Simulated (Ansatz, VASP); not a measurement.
# Cross-check of PtSe2 between VASP and Ansatz

Aim: how closely do two programs agree when they are given the same cell, functional and k mesh? The structure shown is the start of the Ansatz relaxation below; VASP solves that cell, so the two are compared at the walk's first step.

Main program and level: Ansatz 0.2.0; plane waves, with VASP 6.6.1 beside it; PBE.

## 1. The starting structure

The cell holds 3 atoms: 1 Pt and 2 Se. Cell: a = 3.636 Å, b = 3.663 Å, c = 30.460 Å, α = 90.0°, β = 90.0°, γ = 119.8°. Vacuum lies along c.

## 2. Ansatz: relaxation, PBE

Ansatz runs on its PAW soft_1 files.

The two programs are compared at the cell with which this relaxation starts, whose forces are those of its first step.

File input.yaml:

```yaml
crystal:
  lattice:
    - [3.6356522759, 0.0, 0.0]
    - [-1.817826138, 3.1800529026, 0.0]
    - [0.0, 0.0, 30.46]
  atoms:
    - { symbol: Pt, position: [0.3333333333, 0.6666666667, 0.3282994091] }
    - { symbol: Se, position: [0.6666666667, 0.3333333333, 0.3766691291] }
    - { symbol: Se, position: [0.6666666667, 0.3333333333, 0.279929689] }
  periodic: [true, true, false]
kpoints:
  mp_grid: { grid: [15, 15, 1] }
hamiltonian:
  xc: pbe
  pseudopotentials: { kind: paw, azcp: { folder: soft_1 } }
scf:
  occupations: { method: methfessel_paxton, width: 0.2 }
output:
  forces: true
  stress: true
  eigenvalues: true
relax:
  adjacent_minimum: "off"
  f_tol: 0.001
  max_steps: 60
```

Run with:

```
> ansatz run input.yaml --threads 4 --pin off --max-ram 16384MiB --backend cpu --events-out ev --progress --plain --runs-dir out
```

Numbers of over 12 decimals in the logs are rounded to 6 here.

Output:

```text
Warning: output.stress: scf.convergence.dr2_threshold = 1e-9 eV (the default of a walk held to its f_tol) is looser than the 3e-10 eV advised for a printed stress (1e-10 eV for each atom of the cell: 3). What an SCF threshold leaves in a stress goes as its square root, and in the free energy as the threshold itself, and one threshold admits the most on a small cell: [figures from the program's tests cut] Every solve  [...]
Engine: ansatz 0.2.0, aarch64-unknown-linux-gnu
Pseudopotentials: kind: paw
Pseudopotential: Pt, paw, valence charge 18, recommended cutoff 420 eV (normal), soft_1/Pt.paw.azcp
Pseudopotential: Se, paw, valence charge 16, recommended cutoff 420 eV (normal), soft_1/Se.paw.azcp
Functional definition: PBE
  parameter kappa = 0.804
  parameter beta = 0.066725
  exchange = pbe_x(kappa = kappa, mu = beta*pi^2/3)
  correlation = pbe_c(beta = beta)
Crystal: 3 atoms, lattice volume = 352.165 Å³
Basis set: ecut = 420 eV, 6837 PW (Γ), exchange–correlation on 50×50×432 points (8 copies of the dense FFT grid, shifted against one another)
Bands: 30, of which v1, the nominal top of the filled ones, is band 25 counted from 1 (24 counted from 0)
Symmetry: 4 space group operations
Space group: Amm2 (ITA 38), of the structure as read, at distance tolerance 7.1e-5 Å
k-points: 64 of 225 (time reversal used)
Non-local potential: Pt, projectors of the file, l = 0: 3, l = 1: 2, l = 2: 2, l = 3: 1
Non-local potential: Se, projectors of the file, l = 0: 2, l = 1: 2, l = 2: 3, l = 3: 1
PAW form: soft (Blöchl's): semilocal exchange-correlation on the pseudo side does not see the compensation charge
PAW one-centre angular grid: Pt, 590 points (default); XC on 64 Gauss nodes
PAW one-centre angular grid: Se, 590 points (default); XC on 64 Gauss nodes
Initial density: superposition of atomic densities (neutral atoms: chi_scale 0, normalization atom)
Initial wavefunctions: pseudopotential atomic-orbital guess
Functional: x = pbe(κ = 0.804, μ = 0.219515), c = pbe(β = 0.066725)
SCF iter   1: F=—  HF=-23463.248816 eV  |F-HF|=—  |Δ(HF+E_count)|=         —  Δρ=2.83e-2  dr2=3.08e0  ethr=3.10e-3  ⟨swp⟩=11.4  Hψ=10989  notcnv=0
preconditioner: auto → LDOS  [metal: Δε(μ)=0.010 eV  Ē_g=8.766 eV  σ=0.200 eV  W_gap=0.04  n_scr=18 (ndim 8)  ℏωp=9.3 eV  f_vac=0.779  D(μ)=2.54/eV (n_scr^D=10)  β→1.0]
SCF iter   2: F=—  HF=-23462.787719 eV  |F-HF|=—  |Δ(HF+E_count)|=   4.61e-1  S|Δr|=    0.00e0  Δρ=8.13e-3  dr2=2.82e-1  ethr=3.10e-3  ⟨swp⟩=3.0  Hψ=5021  notcnv=0
SCF iter   3: F=—  HF=-23462.725464 eV  |F-HF|=—  |Δ(HF+E_count)|=   6.23e-2  S|Δr|=    0.00e0  Δρ=3.74e-3  dr2=6.80e-2  ethr=5.64e-4  ⟨swp⟩=3.0  Hψ=4474  notcnv=0
SCF iter   4: F=—  HF=-23462.705474 eV  |F-HF|=—  |Δ(HF+E_count)|=   2.00e-2  S|Δr|=    0.00e0  Δρ=1.43e-3  dr2=7.66e-3  ethr=1.36e-4  ⟨swp⟩=3.9  Hψ=5124  notcnv=0
SCF iter   5: F=—  HF=-23462.703833 eV  |F-HF|=—  |Δ(HF+E_count)|=   1.64e-3  S|Δr|=    0.00e0  Δρ=2.75e-4  dr2=2.80e-4  ethr=1.53e-5  ⟨swp⟩=2.7  Hψ=3350  notcnv=0
SCF iter   6: F=—  HF=-23462.703816 eV  |F-HF|=—  |Δ(HF+E_count)|=   1.65e-5  S|Δr|=    0.00e0  Δρ=6.79e-5  dr2=2.06e-5  ethr=5.59e-7  ⟨swp⟩=2.8  Hψ=3601  notcnv=0
SCF iter   7: F=—  HF=-23462.703912 eV  |F-HF|=—  |Δ(HF+E_count)|=   9.57e-5  S|Δr|=    0.00e0  Δρ=6.00e-6  dr2=1.22e-7  ethr=4.11e-8  ⟨swp⟩=3.6  Hψ=4057  notcnv=0
SCF iter   8: F=-23462.703912 eV  HF=-23462.703912 eV  |F-HF|=2.52e-8  |Δ(HF+E_count)|=   2.15e-7  S|Δr|=    0.00e0  Δρ=1.17e-6  dr2=7.62e-9  ethr=2.00e-10  ⟨swp⟩=15.3  Hψ=12276  notcnv=0
SCF 1 converged in 8 iterations: F = -23462.703912 eV  dr2 = 7.62e-9
  greatest PAW one-centre occupation: 1.000 electrons in one spin orbital (limit 2), on the Pt atom at site 0 (counted from 0), in its partial waves of l = 0
relax step   1: F+E_penalty+E_count = -23462.70391230 eV  Δ(F+E_penalty+E_count) = +0.000e0 eV  max|allowed force component| = 1.136e-1 eV/Å  Δτ_max = 0.0000 Å  (8 SCF iters, dr2 threshold 1.00e-7 eV, accepted)
[...]
relax step   2: F+E_penalty+E_count = -23462.70480613 eV  Δ(F+E_penalty+E_count) = -8.938e-4 eV  max|allowed force component| = 8.390e-2 eV/Å  Δτ_max = 0.0189 Å  (4 SCF iters, dr2 threshold 8.06e-7 eV, accepted)
[...]
relax step   3: F+E_penalty+E_count = -23462.70548575 eV  Δ(F+E_penalty+E_count) = -6.796e-4 eV  max|allowed force component| = 3.832e-2 eV/Å  Δτ_max = 0.0071 Å  (4 SCF iters, dr2 threshold 4.40e-7 eV, accepted)
[...]
relax step   4: F+E_penalty+E_count = -23462.70558285 eV  Δ(F+E_penalty+E_count) = -9.710e-5 eV  max|allowed force component| = 2.914e-2 eV/Å  Δτ_max = 0.0018 Å  (3 SCF iters, dr2 threshold 3.06e-7 eV, accepted)
[...]
relax step   5: F+E_penalty+E_count = -23462.70570794 eV  Δ(F+E_penalty+E_count) = -1.251e-4 eV  max|allowed force component| = 9.736e-4 eV/Å  Δτ_max = 0.0055 Å  (4 SCF iters, dr2 threshold 1.77e-7 eV, accepted)
[...]
relax step   6: F+E_penalty+E_count = -23462.70570796 eV  Δ(F+E_penalty+E_count) = -1.289e-8 eV  max|allowed force component| = 8.972e-4 eV/Å  Δτ_max = 0.0000 Å  (3 SCF iters, accepted)
SCF converged after 3 iterations
Stability not checked: this state was not tested for a lower state beside it, because cold or Methfessel-Paxton smearing, or corrected tetrahedra, fill the levels in a way that the test cannot read (fill_not_monotonic; see scf.lower_state_search)
Free energy (F): -23462.705708 eV
Harris-Foulkes:  -23462.705708 eV  (|F-HF|=5.30e-9)
Internal energy: -23462.704473 eV  (E = F + TS)
E sigma→0 (E₀):  -23462.705399 eV
Entropy (-TS):   -0.001235 eV (-0.412 meV/atom)
Fermi energy:    -4.704211 eV
Step filling:    the computed levels leave a gap of 0.0302 eV = 0.2 smearing widths at the electron count; against every level under it full and every level over it empty, smearing changes F+E_penalty+E_count by +0.434 meV and its σ→0 estimate by +0.743 meV
--- Per-component energies (eV) ---
  E_band       = -1843.676518
  E_kinetic    = 814.914563
  E_local      = -127812.235624  (includes V_loc(G=0)·N_el)
  E_nonlocal   = -502.838224
  E_hartree    = 63401.010005
  E_xc         = -400.428176
  E_vxc        = -449.306321  (∫ρ·V_xc dr)
  E_paw        = -13745.247458  (= ΣΔE_a)
  E_vpaw       = -696.229922  (= ΣTr[D̂ρ^β])
  E_aug_tail   = 0.000382  (compensation charges beyond the density's cutoff)
  E_ewald      = 54782.120059
  E_smearing   = -0.001235  (= −TS)
  E_closure    = -0.000000  (closes the sum)
  Σ components = -23462.705708   (vs F -23462.705708, Δ=0.00e0)
--- Forces (eV/Å), atoms counted from 1 ---
  atom   1  Pt    -0.00000000     0.00089420     0.00000000
  atom   2  Se     0.00000000    -0.00045165    -0.00050512
  atom   3  Se     0.00000000    -0.00045165     0.00050512
  max |Σ_I F_I| component: 9.09e-6 eV/Å
--- 2D stress c σ (N/m, compression-positive) ---
       -0.183027       0.000000       0.000000
        0.000000      -0.343999       0.000000
        0.000000       0.000000       0.000000
  P = ½ c Tr σ = -0.2635 N/m
--- Band table (eV; the first three rows and the last of 64) ---
  k-point 0: bands = [... 21 lower, -7.1888, -6.1397, -4.1866, -4.1307, -3.9907, -3.8811, -2.1553, -0.4087, ... 1 higher]
  k-point 1: bands = [... 21 lower, -7.2422, -6.0855, -4.3191, -4.2336, -4.1418, -3.9840, -1.8497 (-1.8497°), -0.3430, ... 1 higher]
  k-point 2: bands = [... 21 lower, -7.4012, -5.9970, -4.6953, -4.6921, -4.2640, -4.0213, -1.2346 (-1.2346°), -0.1547, ... 1 higher]
  k-point 63: bands = [... 21 lower, -8.1260, -7.1841, -6.8416, -5.6176, -4.3686, -3.4795, -0.4396, 1.4218, ... 1 higher]
  ° read free of the cell's end (the report's vacuum.weakly_bound_levels)
--- Relaxed structure (6 steps of the walk, 6 accepted, 0 SCFs on fresh bases) ---
  F+E_penalty+E_count = -23462.70570796 eV   max|allowed force component| = 8.972e-4 eV/Å
  cell:  # Å, volume = 352.1653 Å³
    - [3.6356522759, 2.8581692592752167e-11, 0.0]
    - [-1.817826137975, 3.180053, 0.0]
    - [0.0, 0.0, 30.46]
  atoms:
    - { symbol: Pt, position: [0.335215, 0.670429, 0.328299] }
    - { symbol: Se, position: [0.665726, 0.331452, 0.376309] }
    - { symbol: Se, position: [0.665726, 0.331452, 0.280289] }
```

The column dr2 measures how far the density is from self-consistency, as an energy; F and HF (Harris–Foulkes) agree once it is small.

## 3. VASP: single point, PBE, start cell, pair 1

The same cell, functional, mesh and smearing now go to VASP, with its own data sets.

Lines of VASP's logs that name or quote its potential files are left out, and so is its time.

File INCAR:

```
SYSTEM = PtSe2
PREC = Accurate
ENCUT = 400
EDIFF = 1E-06
NELM = 120
ISMEAR = 1
SIGMA = 0.2
LREAL = .FALSE.
ALGO = Normal
GGA = PE
NBANDS = 17
LASPH = .TRUE.
LORBIT = 11
LWAVE = .FALSE.
LCHARG = .FALSE.
ISIF = 2
LDIPOL = .TRUE.
IDIPOL = 3
DIPOL = 0.5 0.5 0.328
LVHAR = .TRUE.
GGA_COMPAT = .FALSE.
NELMDL = -8
KPAR = 2
```

File POSCAR:

```
PtSe2
1.0
    3.6356522759      0.0000000000      0.0000000000
   -1.8178261380      3.1800529026      0.0000000000
    0.0000000000      0.0000000000     30.4600000000
Pt Se
1 2
Direct
    0.3333332911      0.6666665823      0.3282994091
    0.6666667241      0.3333334484      0.3766691399
    0.6666667241      0.3333334484      0.2799296783
```

File KPOINTS:

```
Automatic mesh
0
Gamma
15 15 1
0 0 0
```

PAW data sets: Pt and Se (PBE family, release 64).

Run with:

```
> mpirun -np 2 vasp_std
```

Output:

```text
[banner, memory and clock lines left out]
running    2 mpi-ranks, on    1 nodes
 distrk:  each k-point on    1 cores,    2 groups
 distr:  one band on    1 cores,    1 groups

 POSCAR found type information on POSCAR PtSe
 POSCAR found :  2 types and       3 ions
 LDA part: xc-table for (Slater+PW92), standard interpolation
 POSCAR, INCAR and KPOINTS ok, starting setup
 FFT: planning ... GRIDC
 FFT: planning ... GRID_SOFT
 FFT: planning ... GRID
 WAVECAR not read
 entering main loop
       N       E                     dE             d eps       ncg     rms          rms(c)
DAV:   1     0.161565078030E+03    0.16157E+03   -0.59786E+03  2176   0.736E+02
DAV:   2     0.452205623252E+01   -0.15704E+03   -0.14984E+03  3730   0.148E+02
DAV:   3    -0.131823087472E+02   -0.17704E+02   -0.17488E+02  2629   0.641E+01
DAV:   4    -0.134956593069E+02   -0.31335E+00   -0.31196E+00  2900   0.995E+00
DAV:   5    -0.135006777614E+02   -0.50185E-02   -0.50168E-02  3016   0.121E+00
DAV:   6    -0.135008088037E+02   -0.13104E-03   -0.13104E-03  3045   0.180E-01
DAV:   7    -0.135008126408E+02   -0.38371E-05   -0.38372E-05  3169   0.261E-02
DAV:   8    -0.135008127370E+02   -0.96185E-07   -0.95979E-07  2534   0.347E-03    0.122E+01
DAV:   9    -0.131635150139E+02    0.33730E+00   -0.47095E+00  2905   0.161E+01    0.819E+00
DAV:  10    -0.130435044640E+02    0.12001E+00   -0.19153E+00  2672   0.127E+01    0.350E+00
DAV:  11    -0.129304373774E+02    0.11307E+00   -0.33783E-01  2628   0.486E+00    0.405E-01
DAV:  12    -0.129303058211E+02    0.13156E-03   -0.24996E-02  2807   0.108E+00    0.206E-01
DAV:  13    -0.129302731973E+02    0.32624E-04   -0.10171E-03  2683   0.219E-01    0.104E-01
DAV:  14    -0.129302495795E+02    0.23618E-04   -0.92282E-05  2858   0.627E-02    0.379E-02
DAV:  15    -0.129302453698E+02    0.42097E-05   -0.31386E-05  2868   0.390E-02    0.138E-02
DAV:  16    -0.129302632180E+02   -0.17848E-04   -0.98738E-06  2642   0.153E-02    0.537E-03
DAV:  17    -0.129302804015E+02   -0.17183E-04   -0.23780E-06  2031   0.802E-03    0.406E-03
DAV:  18    -0.129303114003E+02   -0.30999E-04   -0.59341E-06  2264   0.753E-03    0.335E-03
DAV:  19    -0.129303225749E+02   -0.11175E-04   -0.87945E-07  2265   0.434E-03    0.193E-03
DAV:  20    -0.129303354698E+02   -0.12895E-04   -0.77321E-07  1983   0.343E-03    0.140E-03
DAV:  21    -0.129303395904E+02   -0.41206E-05   -0.20483E-07  2297   0.233E-03    0.105E-03
DAV:  22    -0.129303406484E+02   -0.10580E-05   -0.20306E-08  2374   0.633E-04    0.444E-04
DAV:  23    -0.129303422553E+02   -0.16068E-05   -0.51467E-08  2079   0.748E-04    0.371E-04
DAV:  24    -0.129303425821E+02   -0.32680E-06   -0.63733E-09  2336   0.398E-04
   1 F= -.12930343E+02 E0= -.12930255E+02  d E =-.263973E-03
```

OUTCAR, selected parts (step 3):

```text
ion  position               nearest neighbor table
   1  0.333  0.667  0.328-   3 2.57   2 2.57   3 2.57   2 2.57   3 2.58   2 2.58
   2  0.667  0.333  0.377-   1 2.57   1 2.57   1 2.58
   3  0.667  0.333  0.280-   1 2.57   1 2.57   1 2.58

  LATTYP: Found a base centered orthorhombic cell.
 ALAT       =     3.6356522759
 B/A-ratio  =     1.7493713157
 C/A-ratio  =     8.3781389661

 Subroutine GETGRP returns: Found  4 space group operations
 (whereof  2 operations were pure point group operations)

The static configuration has the point symmetry C_1h.
 The point group associated with its full space group is C_2v.

 Found     64 irreducible k-points:

   k-points           NKPTS =     64   k-points in BZ     NKDIM =     64   number of bands    NBANDS=     17

   dimension x,y,z NGX =    24 NGY =   24 NGZ =  200
   dimension x,y,z NGXF=    48 NGYF=   48 NGZF=  400

   ENCUT  =  400.0 eV  29.40 Ry    5.42 a.u.   5.93  5.97 49.67*2*pi/ulx,y,z

   NELECT =      22.0000    total number of electrons

 k-points in reciprocal lattice and weights: Automatic mesh
   0.00000000  0.00000000  0.00000000       0.004
   0.06666667  0.00000000  0.00000000       0.018
   0.13333333  0.00000000  0.00000000       0.018
   0.20000000  0.00000000  0.00000000       0.018
   0.26666667  0.00000000  0.00000000       0.018
   0.33333333  0.00000000  0.00000000       0.018
   0.40000000  0.00000000  0.00000000       0.018
   0.46666667  0.00000000  0.00000000       0.018
   0.00000000  0.06666667  0.00000000       0.009
[...]
0.00000000  0.46666667  0.00000000       0.009
   0.06666667  0.46666667  0.00000000       0.009

 dipolmoment           0.000000      0.000000      0.000001 electrons x Angstroem

 average (electrostatic) potential at core
       1 -77.3397       2 -62.1174       3 -62.1174

 E-fermi :  -2.8134

 k-point     1 :       0.0000    0.0000    0.0000
  band No.  band energies     occupation
    ...
      5      -7.5996      2.00000
      6      -7.0210      2.00000
      7      -7.0153      2.00000
      8      -5.3054      2.00000
      9      -4.2678      2.00000
     10      -2.2929     -0.00145
     11      -2.2302     -0.00030
     12      -2.0591     -0.00000
     13      -2.0191     -0.00000
     14      -0.2411     -0.00000
    ...

 k-point     2 :       0.0667    0.0000    0.0000
  band No.  band energies     occupation
    ...
      5      -7.5895      2.00000
      6      -7.0632      2.00000
      7      -7.0553      2.00000
      8      -5.3550      2.00000
      9      -4.2107      2.00000
     10      -2.4403     -0.02409
     11      -2.2755     -0.00095
     12      -2.2314     -0.00031
     13      -2.1488     -0.00003
     14       0.0647     -0.00000
    ...

 k-point     3 :       0.1333    0.0000    0.0000
  band No.  band energies     occupation
    ...
      6      -7.1769      2.00000
      7      -7.1639      2.00000
      8      -5.5034      2.00000
      9      -4.1129      2.00000
     10      -2.8199      1.05458
     11      -2.7374      0.40552
     12      -2.4263     -0.01959
     13      -2.1177     -0.00001
     14       0.6735     -0.00000
     15       1.7691      0.00000
    ...

  Total       -0.2911146     -0.6281906     -0.3594186      0.0000000      0.0000000      0.0000000
  in kB       -1.3244269     -2.8579554     -1.6351761      0.0000000      0.0000000      0.0000000
  external PRESSURE =      -1.9391861 kB  Pullay stress =       0.0000000 kB

  energy-cutoff  :      400.00
  volume of cell :      352.17
      direct lattice vectors                 reciprocal lattice vectors
     3.635652276  0.000000000  0.000000000     0.275053807  0.157230089  0.000000000
    -1.817826138  3.180052903  0.000000000     0.000000000  0.314460177  0.000000000
     0.000000000  0.000000000 30.460000000     0.000000000  0.000000000  0.032829941

 POSITION                                       TOTAL-FORCE (eV/Angst)
 -----------------------------------------------------------------------------------
     -0.00000      2.12004     10.00000        -0.000000      0.057751      0.000000
      1.81783      1.06002     11.47334         0.000000     -0.028875     -0.112740
      1.81783      1.06002      8.52666         0.000000     -0.028875      0.112740
 -----------------------------------------------------------------------------------
    total drift:                                0.000001     -0.000006      0.000040

  FREE ENERGIE OF THE ION-ELECTRON SYSTEM (eV)
  ---------------------------------------------------
  free  energy   TOTEN  =       -12.9303425821 eV

  energy  without entropy=      -12.9300786092  energy(sigma->0) =      -12.93025459

 vacuum level on the upper side and lower side of the slab         1.915         1.915

 total charge
# of ion       s       p       d       tot
------------------------------------------
    1        0.620   0.589   8.051   9.260
    2        1.495   2.158   0.056   3.709
    3        1.495   2.158   0.056   3.709
--------------------------------------------------
tot          3.610   4.904   8.164  16.678

[... 3 further parts left out ...]
```

The run ends at a pressure of -0.19 GPa, with forces up to 0.12 eV/Å.

## 4. Differences

Known differences besides the potentials themselves: Ansatz cuts the interaction across the vacuum, VASP repeats the sheet with a dipole correction (LDIPOL); the data sets hold 50 valence electrons in Ansatz (on its PAW soft_1 files) and 22 in VASP; the cutoff is 420 eV in Ansatz and 400 eV in VASP. Total energies have different zeros and are not compared.

Forces (eV/Å; atoms numbered as in POSCAR):

```csv
atom,"Ansatz x, y, z","VASP x, y, z"
Pt1,"0.000, 0.057, 0.000","0.000, 0.058, 0.000"
Se2,"0.000, -0.029, -0.114","0.000, -0.029, -0.113"
Se3,"0.000, -0.029, 0.114","0.000, -0.029, 0.113"
```

The forces differ by 0.5 meV/Å r.m.s., which is 0.8 % of the r.m.s. force of 0.058 eV/Å (both taken over all components). Where the cell holds vacuum, a pressure given here is an average over it and none of the material.

## 5. Ansatz: relaxation, PBE

The two programs are compared at the cell with which this relaxation starts, whose forces are those of its first step.

The structure compared here is the start of the Ansatz relaxation; VASP solves that cell, so the two are compared at the walk's first step.

input.yaml, the sections that differ from step 2:

```yaml
crystal:
  lattice:
    - [3.7083653215, 0.0, 0.0]
    - [-1.8541826607, 3.1485672303, 0.0]
    - [0.0, 0.0, 30.46]
  atoms:
    - { symbol: Pt, position: [0.3314491922, 0.6628983845, 0.3282994091] }
    - { symbol: Se, position: [0.6676087372, 0.3352174744, 0.3763093055] }
    - { symbol: Se, position: [0.6676087372, 0.3352174744, 0.2802895126] }
  periodic: [true, true, false]
# kpoints, hamiltonian, scf, output, relax: as in step 2
```

Run with:

```
> ansatz run input.yaml --threads 4 --pin off --max-ram 16384MiB --backend cpu --events-out ev --progress --plain --runs-dir out
```

Output:

```text
[...]
Crystal: 3 atoms, lattice volume = 355.652 Å³
Basis set: ecut = 420 eV, 6921 PW (Γ), exchange–correlation on 50×50×432 points (8 copies of the dense FFT grid, shifted against one another)
Bands: 30, of which v1, the nominal top of the filled ones, is band 25 counted from 1 (24 counted from 0)
Symmetry: 4 space group operations
[...]
F+E_penalty+E_count = -23462.70193936 eV   max|allowed force component| = 6.763e-4 eV/Å
  cell:  # Å, volume = 355.6521 Å³
    - [3.7083653215, -2.944480611198046e-11, 0.0]
    - [-1.854182660725, 3.148567, 0.0]
    - [0.0, 0.0, 30.46]
  atoms:
    - { symbol: Pt, position: [0.329613, 0.659227, 0.328299] }
    - { symbol: Se, position: [0.668527, 0.337053, 0.375942] }
    - { symbol: Se, position: [0.668527, 0.337053, 0.280657] }
[key lines of the parts left out:]
SCF converged after 3 iterations
Free energy (F): -23462.701939 eV
Fermi energy:    -4.691082 eV
P = ½ c Tr σ = -0.5078 N/m
```

(Continued in part 2 of 2.)

[Lines on the potential files, build, host, timing and source positions are cut from VASP's logs without a mark.]

[Logs are printed without paths, hosts, clocks, repeated set-up lines and the standing remarks that a program may print on its own settings, such as how far it seeks lower states.]

[Hosts, paths, dates, database ids (printed as entryN), source tags and the programs' standing remarks are cut or masked in the printed files.]
